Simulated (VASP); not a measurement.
Write the native input for VASP 6.6.1 that does the following.

* Task: single point
* Functional: PBE
* Potentials or basis: VASP PAW PBE potentials, release 64 (Na_pv, H)
* Cutoff: 520 eV
* k mesh: 10 × 10 × 10
* Occupations: gaussian, width 0.1 eV
* Spin: no spin polarisation
* Dipole correction: no
* Further INCAR settings: ALGO = Fast; EDIFF = 1e-06; NBANDS = 16

The structure of NaH6 lies in POSCAR:

```
NaH6
1.0
    3.6445607086      0.0000000000      0.0000000000
    0.0000000000      3.6445607086      0.0000000000
    0.0000000000      0.0000000000      3.6445607086
Na H
1 6
Direct
    0.5000000000      0.5000000000      0.5000000000
    0.0000000000      0.5000000000      0.5000000000
    0.5000000000      0.0000000000      0.5000000000
    0.5000000000      0.5000000000      0.0000000000
    0.5000000000      0.0000000000      0.0000000000
    0.0000000000      0.5000000000      0.0000000000
    0.0000000000      0.0000000000      0.5000000000
```

The cell was built by a generator and needn't be a form met in nature.

The cell isn't the ideal one: random cell by space group and Wyckoff sites (Pm-3m, No. 221).

One way to write it, as run:

INCAR

```
PREC = Accurate
ENCUT = 520
EDIFF = 1E-6
ISMEAR = 0
SIGMA = 0.1
LREAL = F
LASPH = T
NELM = 60
ALGO = Fast
ISIF = 2
LWAVE = F
LCHARG = F
GGA = PE
NBANDS = 16
```

KPOINTS

```
regular mesh
0
Gamma
  10 10 10
```

Potentials or basis: VASP PAW PBE potentials, release 64 (Na_pv, H).

Command:

```console
$ cat potpaw_PBE.64/Na_pv/POTCAR potpaw_PBE.64/H/POTCAR > POTCAR
$ mpirun -np 1 vasp_std > vasp.out
```

It gave:

```yaml
Pressure: -0.1 GPa
Band_gap_on_the_k_mesh: none (metal or under the smearing width)
```

Run time: 20 s on 1 thread of Intel(R) Xeon(R) Platinum 8488C (Sapphire Rapids), with other jobs on the host, peak memory 0.16 GiB.
